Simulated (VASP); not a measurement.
Computed with PBEsol GGA, VASP's PBE PAW potentials (set 64) (plane waves; VASP).

Input for VASP

POSCAR:
```
Al2In2Sb4
1
   -0.0000000000     3.1698563782     3.1698563782
    3.1698563782    -0.0000000000     3.1698563782
   12.6761506130    12.6761506130     0.0032748997
In Sb Al
2 4 2
Direct
  0.0084063278   0.0084063278   0.9936952542
  0.9934294969   0.9934294969   0.2549278773
  0.2490598099   0.2490598099   0.0632051426
  0.2344229367   0.2344229367   0.3241827975
  0.2503871910   0.2503871910   0.5622096067
  0.2654166067   0.2654166067   0.8009375450
  0.9921967896   0.9921967896   0.5058524078
  0.0066808413   0.0066808413   0.7449893691
```

File KPOINTS:
```
k-points along high-symmetry lines
12
Line-mode
Reciprocal
  0.000000   0.000000   0.000000 ! GAMMA
  0.000000   0.000000  -0.500000 ! T

  0.000000   0.000000  -0.500000 ! T
 -0.328125   0.328125  -0.500000 ! H_2

 -0.343750   0.328125  -0.187500 ! H_0
  0.000000   0.500000   0.500000 ! L

  0.000000   0.500000   0.500000 ! L
  0.000000   0.000000   0.000000 ! GAMMA

  0.000000   0.000000   0.000000 ! GAMMA
 -0.335938   0.335938   0.000000 ! S_0

 -0.335938   0.328125  -0.343750 ! S_2
 -0.500000   0.000000  -1.000000 ! F

 -0.500000   0.000000  -1.000000 ! F
  0.000000   0.000000   0.000000 ! GAMMA
```

INCAR:
```
ALGO=Normal
EDIFF=1E-7
ENCUT=400
GGA=PS
ICHARG=11
ISMEAR=0
LASPH=.True.
LCHARG=.False.
LMAXMIX=4
LORBIT=11
LREAL=.False.
LWAVE=.False.
NELM=100
PREC=Accurate
SIGMA=0.05
SYSTEM=Al2In2Sb4
```

POTCAR, in this order: In_d Sb Al (PBE.64 set). Program: vasp_std. Read from the step before: CHGCAR.

Output of the run:

### OSZICAR
```
       N       E                     dE             d eps       ncg     rms          rms(c)
DAV:   1     0.346703448197E+03    0.34670E+03   -0.17802E+04  5208   0.125E+03
DAV:   2     0.937855976519E+01   -0.33732E+03   -0.33087E+03  5572   0.321E+02
DAV:   3    -0.261665535348E+02   -0.35545E+02   -0.34078E+02  6676   0.120E+02
DAV:   4    -0.275136319364E+02   -0.13471E+01   -0.13328E+01  6157   0.268E+01
DAV:   5    -0.275848103216E+02   -0.71178E-01   -0.71144E-01  8462   0.573E+00
DAV:   6    -0.275855956847E+02   -0.78536E-03   -0.78526E-03  6514   0.551E-01
DAV:   7    -0.275856463470E+02   -0.50662E-04   -0.50661E-04  8192   0.145E-01
DAV:   8    -0.275856473916E+02   -0.10446E-05   -0.10445E-05  7163   0.199E-02
DAV:   9    -0.275856474427E+02   -0.51084E-07   -0.51633E-07  6490   0.463E-03
   1 F= -.27585647E+02 E0= -.27585647E+02  d E =-.277292E-07
```

**OUTCAR**
```
 val. band max:        4.8726237949   @ k =   0.0000   0.0000   0.0000

 cond. band min:       5.2187973931   @ k =   0.0000   0.0000   0.0000



 k-point     1 :       0.0000    0.0000    0.0000
  band No.  band energies     occupation
      1      -9.6701      2.00000
      2      -9.6376      2.00000
      3      -9.6364      2.00000
      4      -9.6364      2.00000
      5      -9.6137      2.00000
      6      -9.6136      2.00000
      7      -9.5538      2.00000
      8      -9.5537      2.00000
      9      -9.5326      2.00000
     10      -9.5326      2.00000
     11      -5.9536      2.00000
     12      -5.4208      2.00000
     13      -5.4082      2.00000
     14      -4.5870      2.00000
     15      -0.8008      2.00000
     16       1.2278      2.00000
     17       1.2706      2.00000
     18       3.5842      2.00000
     19       3.5842      2.00000
     20       4.0112      2.00000
     21       4.0112      2.00000
     22       4.3328      2.00000
     23       4.3329      2.00000
     24       4.6778      2.00000
     25       4.8726      2.00000
     26       4.8726      2.00000
     27       5.2188      0.00000
     28       5.4565      0.00000
     29       5.9409      0.00000
     30       6.0755      0.00000
     31       7.6444      0.00000

 k-point     2 :       0.0000    0.0000   -0.0455
  band No.  band energies     occupation
      1      -9.6701      2.00000
      2      -9.6376      2.00000
      3      -9.6364      2.00000
      4      -9.6364      2.00000
      5      -9.6137      2.00000
      6      -9.6136      2.00000
      7      -9.5538      2.00000
      8      -9.5538      2.00000
      9      -9.5326      2.00000
     10      -9.5326      2.00000
     11      -5.9524      2.00000
     12      -5.4593      2.00000
     13      -5.3685      2.00000
     14      -4.5899      2.00000
     15      -0.7954      2.00000
     16       1.0980      2.00000
     17       1.4033      2.00000
     18       3.5844      2.00000
...
```

The density is held fixed in this step, so its total energy and stress have no physical meaning. Unless said otherwise, spin-orbit coupling is left out, though it shifts the bands of the heavy elements here.

The structure was generated: Al2In2Sb4 was put into an ordered model structure (R3m), which need not be its known phase. It was relaxed first.
